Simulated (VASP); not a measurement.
Runs of VASP 6.6.1 on CaC2. All rows change the cell; the cell of one of them follows. Symmetry: I4/mmm, No. 139, tetragonal system. Conventional cell: a = 3.869 Å, b = 3.869 Å, c = 5.764 Å, α = 90.00°, β = 90.00°, γ = 90.00°. Ca (site symmetry 4/mmm) has 2 C at 2.32 Å as nearest neighbours. C (site symmetry 4mm) has 1 C at 1.13 Å as nearest neighbours. The cell comes from a database or a generator and needn't be the stable form of this composition.

```csv
cell,gap on the mesh (eV),pressure (GPa),largest force (eV/Å)
"strain -0.1000 x Voigt [0, 0, 1, 0, 0, 0], atoms carried along",1.37,25.4,13.29
"strain -0.0750 x Voigt [0, 0, 1, 0, 0, 0], atoms carried along",1.37,(b),9.12
"strain +0.0250 x Voigt [0, 0, 1, 0, 0, 0], atoms carried along",1.06,-8.3,(a)
"strain +0.0875 x Voigt [0, 0, 1, 0, 0, 0], atoms carried along",0.81,-15.3,5.56
```

Alike in all rows: task single point; level LDA; potentials or basis VASP PAW LDA potentials, release 64 (Ca_sv, C); no spin polarisation; k mesh 10 × 10 × 10; cutoff (eV) 520; smearing gaussian 0.05 eV.

Fill in the values left out.

(a) 1.87; (b) 15.7.

Caveats: forces of over 1 eV/Å show positions far from the minimum, so gaps and moduli don't describe the material at rest; so large a pressure means that the cell lies far from this level's equilibrium, or that cutoff or potentials fall short (some runs); the standard files for N, O and F lose accuracy on very short bonds (some runs).

A k mesh can miss the band edges.
